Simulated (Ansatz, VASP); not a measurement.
## NaB: VASP beside Ansatz

Wanted: the spread between two codes on one cell, functional and k mesh. Of the first pair: The cell is taken from a series of runs on this material, whose earlier steps may have relaxed, scaled, displaced or heated it; both programs get it as it stands.

Program: Ansatz 0.2.0. Level of theory: plane waves, with VASP 6.6.1 beside it; zone-centre phonons at PBEsol and relaxation of cell and atoms at PBEsol. Results are calculated unless marked as measured.

**1. The starting structure**

The structure is cubic, space group Fm-3m (No. 225). Conventional cell: a = 5.305 Å, b = 5.305 Å, c = 5.305 Å, α = 90.00°, β = 90.00°, γ = 90.00°. Nearest to Na lie 6 B at 2.65 Å. B has 6 Na at 2.65 Å nearest. Farther neighbours are not listed.

Coordinates:

```xyz
2
Lattice="0.0000 2.6525 2.6525 2.6525 0.0000 2.6525 2.6525 2.6525 0.0000" Properties=species:S:1:pos:R:3 pbc="T T T"
Na    0.0000    0.0000    0.0000
B     2.6525    2.6525    2.6525
```

**2. VASP: zone-centre phonons, PBEsol**

Second derivatives magnify differences that forces hide, and they need a tight electronic threshold.

Lines of VASP's logs that name or quote its potential files are left out, and so is its time.

INCAR reads:

```
SYSTEM = NaB
PREC = Accurate
ENCUT = 500
EDIFF = 1E-08
NELM = 120
ISMEAR = 1
SIGMA = 0.15
LREAL = .FALSE.
ALGO = Normal
GGA = PS
NBANDS = 11
LORBIT = 11
LWAVE = .FALSE.
LCHARG = .FALSE.
ISIF = 2
IBRION = 8
LASPH = .TRUE.
GGA_COMPAT = .FALSE.
KPAR = 2
```

POSCAR reads:

```
NaB
1.0
    0.0000000000      2.6524525913      2.6524525913
    2.6524525913      0.0000000000      2.6524525913
    2.6524525913      2.6524525913      0.0000000000
Na B
1 1
Direct
    0.0000000000      0.0000000000      0.0000000000
    0.5000000000      0.5000000000      0.5000000000
```

KPOINTS reads:

```
Automatic mesh
0
Gamma
12 12 12
0 0 0
```

The projector-augmented-wave data sets are Na_pv and B (PBE family, release 64).

The run is started by

```
$ mpirun -np 2 vasp_std
```

Numbers of over 12 decimals in the logs are rounded to 6 here.

The log of the run:

```text
[banner, memory and clock lines left out]
running    2 mpi-ranks, on    1 nodes
 distrk:  each k-point on    1 cores,    2 groups
 distr:  one band on    1 cores,    1 groups

 POSCAR found type information on POSCAR NaB
 POSCAR found :  2 types and       2 ions
|                                                                             |
|               ----> ADVICE to this user running VASP <----                  |
|                                                                             |
|     You enforced a specific xc type in the INCAR file but a different       |
|     [... a line on the potential file left out ...]
|     I HOPE YOU KNOW WHAT YOU ARE DOING!                                     |
|                                                                             |

 LDA part: xc-table for (Slater+PW92), standard interpolation
 POSCAR, INCAR and KPOINTS ok, starting setup
 FFT: planning ... GRIDC
 FFT: planning ... GRID_SOFT
 FFT: planning ... GRID
 WAVECAR not read
 entering main loop
       N       E                     dE             d eps       ncg     rms          rms(c)
DAV:   1     0.430694618392E+02    0.43069E+02   -0.53257E+03  1587   0.894E+02
DAV:   2    -0.276282977358E+01   -0.45832E+02   -0.44807E+02  1649   0.204E+02
DAV:   3    -0.457058190602E+01   -0.18078E+01   -0.17732E+01  1918   0.402E+01
DAV:   4    -0.459349059562E+01   -0.22909E-01   -0.22836E-01  1743   0.436E+00
DAV:   5    -0.459372329855E+01   -0.23270E-03   -0.23270E-03  1846   0.475E-01    0.513E-01
DAV:   6    -0.458375062963E+01    0.99727E-02   -0.74661E-03  2236   0.128E+00    0.311E-01
DAV:   7    -0.458007456584E+01    0.36761E-02   -0.71202E-03  2321   0.103E+00    0.929E-02
DAV:   8    -0.457991152208E+01    0.16304E-03   -0.49129E-04  1722   0.344E-01    0.130E-02
DAV:   9    -0.457990711414E+01    0.44079E-05   -0.26171E-05  1914   0.798E-02    0.415E-03
DAV:  10    -0.457990721980E+01   -0.10566E-06   -0.49898E-07  1724   0.741E-03    0.207E-03
DAV:  11    -0.457990734248E+01   -0.12268E-06   -0.13692E-08  1698   0.121E-03    0.982E-05
DAV:  12    -0.457990733703E+01    0.54461E-08   -0.72281E-10   930   0.371E-04
   1 F= -.45799073E+01 E0= -.45795644E+01  d E =-.102873E-02
 Linear response reoptimize wavefunctions to high precision
DAV:   1    -0.457990733645E+01    0.58515E-09   -0.22603E-10  1062   0.225E-04
DAV:   2    -0.457990733644E+01    0.20464E-11   -0.26677E-11   873   0.637E-05
 Linear response DOF=           2
 Linear response progress:
  Degree of freedom:   1/  2
       N       E                     dE             d eps       ncg     rms          rms(c)
RMM:   1    -0.157919138204E+00   -0.15792E+00   -0.29180E-01  3759   0.621E+00
RMM:   2    -0.161865341958E+00   -0.39462E-02   -0.18930E-02  5921   0.119E+00    0.207E-02
RMM:   3    -0.162010330857E+00   -0.14499E-03   -0.63494E-04  6857   0.215E-01    0.904E-03
RMM:   4    -0.162022787738E+00   -0.12457E-04   -0.35419E-05  7062   0.552E-02    0.232E-03
RMM:   5    -0.162024704102E+00   -0.19164E-05   -0.25059E-06  7359   0.153E-02    0.904E-04
RMM:   6    -0.162023260801E+00    0.14433E-05   -0.38096E-07  7139   0.498E-03    0.297E-04
RMM:   7    -0.162022540425E+00    0.72038E-06   -0.55269E-08  7291   0.133E-03    0.121E-04
RMM:   8    -0.162021913664E+00    0.62676E-06    0.25613E-08  7575   0.539E-04    0.123E-05
RMM:   9    -0.162022021195E+00   -0.10753E-06    0.50669E-08  7621   0.200E-04    0.511E-06
RMM:  10    -0.162022125765E+00   -0.10457E-06    0.55900E-08  7575   0.107E-04    0.324E-06
RMM:  11    -0.162022087760E+00    0.38006E-07    0.21309E-08  7884   0.663E-05    0.103E-06
RMM:  12    -0.162022088911E+00   -0.11514E-08    0.27150E-08  5981   0.465E-05    0.582E-07
 first order change of Fermi-energy   0.32448E-04
 force on displaced ion       1 direction 1 :  -2.508   0.000   0.000
 Linear response progress:
  Degree of freedom:   2/  2
       N       E                     dE             d eps       ncg     rms          rms(c)
RMM:   1    -0.303662620774E-01   -0.30366E-01   -0.13152E-02  6760   0.780E-01
RMM:   2    -0.286068808213E-01    0.17594E-02   -0.69758E-04  6404   0.152E-01    0.208E-02
RMM:   3    -0.287447380650E-01   -0.13786E-03   -0.20762E-05  6758   0.273E-02    0.905E-03
RMM:   4    -0.288525319597E-01   -0.10779E-03   -0.33746E-06  6369   0.126E-02    0.289E-03
RMM:   5    -0.288596998404E-01   -0.71679E-05   -0.42046E-07  6727   0.521E-03    0.287E-04
RMM:   6    -0.288571244138E-01    0.25754E-05   -0.15950E-08  6756   0.825E-04    0.909E-05
RMM:   7    -0.288575596341E-01   -0.43522E-06   -0.77135E-10  6957   0.229E-04    0.184E-05
RMM:   8    -0.288575934437E-01   -0.33810E-07   -0.67586E-11  6957   0.498E-05    0.585E-06
RMM:   9    -0.288575748672E-01    0.18577E-07    0.10014E-10  7193   0.167E-05    0.169E-06
RMM:  10    -0.288575735098E-01    0.13574E-08   -0.12425E-10  6394   0.451E-06    0.480E-07
 first order change of Fermi-energy  -0.50778E-03
 force on displaced ion       2 direction 1 :  -2.551   0.000   0.000
 Linear response finished
```

OUTCAR, selected parts (step 2):

```text
ion  position               nearest neighbor table
   1  0.000  0.000  0.000-
   2  0.500  0.500  0.500-

  LATTYP: Found a face centered cubic cell.
 ALAT       =     5.3049051826

 Subroutine GETGRP returns: Found 48 space group operations
 (whereof 48 operations were pure point group operations)

The static configuration has the point symmetry O_h .

 Found     72 irreducible k-points:

   k-points           NKPTS =     72   k-points in BZ     NKDIM =     72   number of bands    NBANDS=     11

   dimension x,y,z NGX =    28 NGY =   28 NGZ =   28
   dimension x,y,z NGXF=    56 NGYF=   56 NGZF=   56

   ENCUT  =  500.0 eV  36.75 Ry    6.06 a.u.   6.84  6.84  6.84*2*pi/ulx,y,z

   NELECT =      10.0000    total number of electrons

 k-points in reciprocal lattice and weights: Automatic mesh
   0.00000000  0.00000000  0.00000000       0.001
   0.08333333  0.00000000  0.00000000       0.005
   0.16666667  0.00000000  0.00000000       0.005
   0.25000000  0.00000000  0.00000000       0.005
   0.33333333  0.00000000  0.00000000       0.005
   0.41666667  0.00000000  0.00000000       0.005
   0.50000000  0.00000000  0.00000000       0.002
   0.08333333  0.08333333  0.00000000       0.003
   0.16666667  0.08333333  0.00000000       0.014
[...]
-0.33333333  0.50000000  0.16666667       0.007
  -0.25000000  0.50000000  0.25000000       0.003

 average (electrostatic) potential at core
       1 -47.6425       2 -33.2147

  Total        0.0110283      0.0110283      0.0110283     -0.0000000      0.0000000     -0.0000000
  in kB        0.4734183      0.4734183      0.4734183     -0.0000000      0.0000000     -0.0000000
  external PRESSURE =       0.4734183 kB  Pullay stress =       0.0000000 kB

  energy-cutoff  :      500.00
  volume of cell :       37.32
      direct lattice vectors                 reciprocal lattice vectors
     0.000000000  2.652452591  2.652452591    -0.188504783  0.188504783  0.188504783
     2.652452591  0.000000000  2.652452591     0.188504783 -0.188504783  0.188504783
     2.652452591  2.652452591  0.000000000     0.188504783  0.188504783 -0.188504783

 POSITION                                       TOTAL-FORCE (eV/Angst)
 -----------------------------------------------------------------------------------
      0.00000      0.00000      0.00000         0.000000     -0.000000      0.000000
      2.65245      2.65245      2.65245        -0.000000      0.000000     -0.000000
 -----------------------------------------------------------------------------------
    total drift:                               -0.000000      0.000000      0.000000

 Eigenvectors and eigenvalues of the dynamical matrix
 ----------------------------------------------------

   1 f  =    9.182759 THz    57.696978 2PiTHz  306.303876 cm-1    37.976823 meV
             X         Y         Z           dx          dy          dz
      0.000000  0.000000  0.000000    -0.562294    0.000000    0.000000
      2.652453  2.652453  2.652453     0.826937    0.000000    0.000000

   2 f  =    9.182759 THz    57.696978 2PiTHz  306.303876 cm-1    37.976823 meV
             X         Y         Z           dx          dy          dz
      0.000000  0.000000  0.000000     0.000000    0.562294    0.000000
      2.652453  2.652453  2.652453     0.000000   -0.826937    0.000000

   3 f  =    9.182759 THz    57.696978 2PiTHz  306.303876 cm-1    37.976823 meV
             X         Y         Z           dx          dy          dz
      0.000000  0.000000  0.000000     0.000000    0.000000   -0.562294
      2.652453  2.652453  2.652453     0.000000    0.000000    0.826937

   4 f/i=    0.036165 THz     0.227232 2PiTHz    1.206335 cm-1     0.149566 meV
             X         Y         Z           dx          dy          dz
      0.000000  0.000000  0.000000     0.000000   -0.826937    0.000000
      2.652453  2.652453  2.652453     0.000000   -0.562294    0.000000

   5 f/i=    0.036165 THz     0.227232 2PiTHz    1.206335 cm-1     0.149566 meV
             X         Y         Z           dx          dy          dz
      0.000000  0.000000  0.000000     0.000000    0.000000    0.826937
      2.652453  2.652453  2.652453     0.000000    0.000000    0.562294

   6 f/i=    0.036165 THz     0.227232 2PiTHz    1.206335 cm-1     0.149566 meV
             X         Y         Z           dx          dy          dz
      0.000000  0.000000  0.000000    -0.826937    0.000000    0.000000
      2.652453  2.652453  2.652453    -0.562294    0.000000    0.000000

 ELASTIC MODULI CONTR FROM IONIC RELAXATION (kBar)
 Direction    XX          YY          ZZ          XY          YZ          ZX
 --------------------------------------------------------------------------------
 XX           0.0000      0.0000      0.0000      0.0000      0.0000      0.0000
 YY           0.0000      0.0000      0.0000      0.0000      0.0000      0.0000
 ZZ           0.0000      0.0000      0.0000      0.0000      0.0000      0.0000
 XY           0.0000      0.0000      0.0000      0.0000      0.0000      0.0000
 YZ           0.0000      0.0000      0.0000      0.0000      0.0000      0.0000
 ZX           0.0000      0.0000      0.0000      0.0000      0.0000      0.0000
 --------------------------------------------------------------------------------
```

**3. Ansatz: zone-centre phonons, PBEsol**

Ansatz runs on its default PAW (the set named soft_2) files.

The same cell, functional, mesh and smearing now go to Ansatz, which takes its cutoff from its data sets.

input.yaml reads:

```yaml
crystal:
  lattice:
    - [0.0, 2.6524525913, 2.6524525913]
    - [2.6524525913, 0.0, 2.6524525913]
    - [2.6524525913, 2.6524525913, 0.0]
  atoms:
    - { symbol: Na, position: [0.0, 0.0, 0.0] }
    - { symbol: B, position: [0.5, 0.5, 0.5] }
kpoints:
  mp_grid: { grid: [12, 12, 12] }
hamiltonian:
  xc: pbesol
scf:
  occupations: { method: methfessel_paxton, width: 0.15 }
output:
  eigenvalues: true
phonons:
  method: dfpt
```

The run is started by

```
$ ansatz run input.yaml --threads 4 --pin off --max-ram 7168MiB --backend cpu --events-out ev --progress --plain --runs-dir out
```

The log of the run:

```text
Engine: ansatz 0.2.0, x86_64-unknown-linux-gnu
Pseudopotentials: kind: paw
Pseudopotential: Na, paw, valence charge 9, recommended cutoff 420 eV (normal), Na.paw.azcp
Pseudopotential: B, paw, valence charge 3, recommended cutoff 420 eV (normal), B.paw.azcp
Functional definition: PBEsol
  exchange = pbesol_x
  correlation = pbesol_c
Crystal: 2 atoms, lattice volume = 37.323 Å³
Basis set: ecut = 420 eV, 725 PW (Γ), exchange–correlation on 54×54×54 points (8 copies of the dense FFT grid, shifted against one another)
Bands: 10, of which v1, the nominal top of the filled ones, is band 6 counted from 1 (5 counted from 0)
Symmetry: 48 space group operations
k-points: 163 of 1728 (irreducible under 8 space group operations, time reversal used)
Non-local potential: Na, projectors of the file, l = 0: 3, l = 1: 2, l = 2: 1
Non-local potential: B, projectors of the file, l = 0: 2, l = 1: 2, l = 2: 1
PAW form: soft (Blöchl's): semilocal exchange-correlation on the pseudo side does not see the compensation charge
PAW frozen core: Na, regenerated for the run's functional, and the local potential with it (the file was generated under x = pbe(κ = 0.804, μ = 0.219515), c = pbe(β = 0.066725))
PAW frozen core: B, regenerated for the run's functional, and the local potential with it (the file was generated under x = pbe(κ = 0.804, μ = 0.219515), c = pbe(β = 0.066725))
PAW one-centre angular grid: Na, 110 points (default); XC on 64 Gauss nodes
PAW one-centre angular grid: B, 110 points (default); XC on 64 Gauss nodes
Initial density: superposition of atomic densities (neutral atoms: chi_scale 0, normalization atom), corrected by the library's trained network
Initial wavefunctions: pseudopotential atomic-orbital guess
Functional: x = pbesol(κ = 0.804, μ = 0.123457), c = pbesol(β = 0.046)
SCF iter   1: F=—  HF=-1624.680076 eV  |F-HF|=—  |Δ(HF+E_count)|=         —  Δρ=3.16e-3  dr2=2.50e-3  ethr=1.77e-3  ⟨swp⟩=4.9  Hψ=8901  notcnv=0
preconditioner: auto → none  [metal: Δε(μ)=0.058 eV  Ē_g=8.016 eV  σ=0.150 eV  W_gap=0.30  n_scr=8 (ndim 8)  ℏωp=12.2 eV  f_vac=0.000  D(μ)=1.13/eV (n_scr^D=8)  sad-step TF]
SCF iter   2: F=—  HF=-1624.678355 eV  |F-HF|=—  |Δ(HF+E_count)|=   1.72e-3  S|Δr|=    0.00e0  Δρ=1.00e-3  dr2=3.91e-4  ethr=2.08e-5  ⟨swp⟩=2.3  Hψ=3851  notcnv=0
SCF iter   3: F=—  HF=-1624.678189 eV  |F-HF|=—  |Δ(HF+E_count)|=   1.66e-4  S|Δr|=    0.00e0  Δρ=2.24e-4  dr2=1.56e-5  ethr=3.26e-6  ⟨swp⟩=2.0  Hψ=2505  notcnv=0
SCF iter   4: F=—  HF=-1624.678187 eV  |F-HF|=—  |Δ(HF+E_count)|=   1.98e-6  S|Δr|=    0.00e0  Δρ=1.17e-4  dr2=5.53e-6  ethr=1.30e-7  ⟨swp⟩=2.0  Hψ=2611  notcnv=0
SCF iter   5: F=—  HF=-1624.678186 eV  |F-HF|=—  |Δ(HF+E_count)|=   3.49e-7  S|Δr|=    0.00e0  Δρ=6.84e-5  dr2=1.88e-6  ethr=4.60e-8  ⟨swp⟩=1.2  Hψ=1686  notcnv=0
SCF iter   6: F=—  HF=-1624.678184 eV  |F-HF|=—  |Δ(HF+E_count)|=   2.37e-6  S|Δr|=    0.00e0  Δρ=3.75e-6  dr2=2.42e-9  ethr=1.57e-8  ⟨swp⟩=2.9  Hψ=2636  notcnv=0
SCF iter   7: F=—  HF=-1624.678184 eV  |F-HF|=—  |Δ(HF+E_count)|=   2.59e-7  S|Δr|=    0.00e0  Δρ=7.10e-7  dr2=2.36e-10  ethr=2.01e-11  ⟨swp⟩=2.0  Hψ=2594  notcnv=0
SCF iter   8: F=-1624.678184 eV  HF=-1624.678184 eV  |F-HF|=2.50e-12  |Δ(HF+E_count)|=  8.59e-11  S|Δr|=    0.00e0  Δρ=9.71e-8  dr2=3.70e-12  ethr=1.00e-12  ⟨swp⟩=4.0  Hψ=6696  notcnv=0
SCF 1 converged in 8 iterations: F = -1624.678184 eV  dr2 = 3.70e-12
  greatest PAW one-centre occupation: 0.999 electrons in one spin orbital (limit 2), on the Na atom at site 0 (counted from 0), in its partial waves of l = 0
DFPT response loops at Γ: preconditioner auto → Kerker (q_TF=auto, 2.258 Å⁻¹) (partly filled bands, converged f_vac=0.000); β = 1.00, the filter's whole step (`scf.mixing.beta` (0.50) is not read by the response loops under this deck's `scf.mixing.preconditioner`; to damp them name `kerker` or `kerker_dos`, under which they read `scf.mixing.beta`, and type it under 1.00, their step now; both keys bind the ground state too); Broyden in place of MSR1
SCF converged after 8 iterations
Stability not checked: this state was not tested for a lower state beside it, because cold or Methfessel-Paxton smearing, or corrected tetrahedra, fill the levels in a way that the test cannot read (fill_not_monotonic; see scf.lower_state_search)
Free energy (F): -1624.678184 eV
Harris-Foulkes:  -1624.678184 eV  (|F-HF|=2.50e-12)
Internal energy: -1624.677152 eV  (E = F + TS)
E sigma→0 (E₀):  -1624.677926 eV
Entropy (-TS):   -0.001033 eV (-0.516 meV/atom)
Fermi energy:    2.880952 eV
--- Per-component energies (eV) ---
  E_band       = -216.933057
  E_kinetic    = 155.886219
  E_local      = -1374.907760  (includes V_loc(G=0)·N_el)
  E_nonlocal   = 131.888410
  E_hartree    = 496.437294
  E_xc         = -65.644768
  E_vxc        = -81.598571  (∫ρ·V_xc dr)
  E_paw        = -328.508480  (= ΣΔE_a)
  E_vpaw       = -41.075876  (= ΣTr[D̂ρ^β])
  E_aug_tail   = -0.000041  (compensation charges beyond the density's cutoff)
  E_ewald      = -639.897430
  E_core_change = 0.069405  (= ΣΔE_core)
  E_smearing   = -0.001033  (= −TS)
  E_closure    = 0.000000  (closes the sum)
  Σ components = -1624.678184   (vs F -1624.678184, Δ=0.00e0)
--- Band table (eV; the first three rows and the last of 163) ---
  k-point 0: bands = ["-47.8939", "-19.9813", "-19.9813", "-19.9813", "-4.3873", "5.3616", "5.3616", "5.3616", "10.6503", "13.1471"]
  k-point 1: bands = ["-47.8937", "-19.9846", "-19.9816", "-19.9816", "-4.2995", "5.0279", "5.3099", "5.3099", "10.8376", "12.6326"]
  k-point 2: bands = ["-47.8933", "-19.9937", "-19.9826", "-19.9826", "-4.0416", "4.1928", "5.1758", "5.1758", "10.9913", "12.2932"]
  k-point 162: bands = ["-47.8910", "-20.0112", "-20.0112", "-19.9987", "-1.7165", "2.2903", "2.2903", "3.3623", "11.6553", "12.1296"]
--- Phonons (Γ-DFPT): 2 representative perturbations + reference, on 163 of 1728 k-points (Σ response iterations 6) ---
  k mesh reduced under 8 symmetry operations, with k and −k counted as one. Each operation leaves every solved perturbation unchanged. A smaller set is not used because it would not reduce the number of displacements times k-points to solve
  ASR residual: 9.689e-5 → 0.000e0 eV/Å²; symmetrization residual: 2.210e-6 eV/Å²
  ASR residual per site (eV/Å²): 9.69e-5 4.90e-5
  Γ frequencies (cm⁻¹): 0.00 0.00 0.00 305.82 305.82 305.82
  non-analytic LO–TO correction: not included (Born effective charges unavailable; polar crystals: no LO–TO splitting at Γ)
```

In the SCF lines HF is the Harris–Foulkes energy and dr2 the Hartree energy of the density residual, in eV; the loop may stop once dr2 is under the threshold and the program's other checks hold. Hψ counts applications of the Hamiltonian.

**4. Differences**

Known differences besides the potentials themselves: the data sets hold 12 valence electrons in Ansatz (on its default PAW (the set named soft_2) files) and 10 in VASP; the cutoff is 420 eV in Ansatz and 500 eV in VASP; Ansatz makes its cores anew for this functional, VASP keeps those of its PBE data sets. Total energies have different zeros and are not compared.

Compared:

| quantity | Ansatz | VASP | difference |
| --- | --- | --- | --- |
| optical mode 1 to 3 (cm⁻¹) | 305.8 | 306.3 | -0.16 % |

Modes are paired by rising frequency, not by their patterns, so a pair may set unlike modes beside each other; they are those without the splitting of longitudinal modes.

[end of part 1 of 2]

[Lines on the potential files, build, host, timing and source positions are cut from VASP's logs without a mark.]

[Logs are printed without paths, hosts, clocks, repeated set-up lines and the standing remarks that a program may print on its own settings, such as how far it seeks lower states.]

[Hosts, paths, dates, database ids (printed as entryN), source tags and the programs' standing remarks are cut or masked in the printed files.]
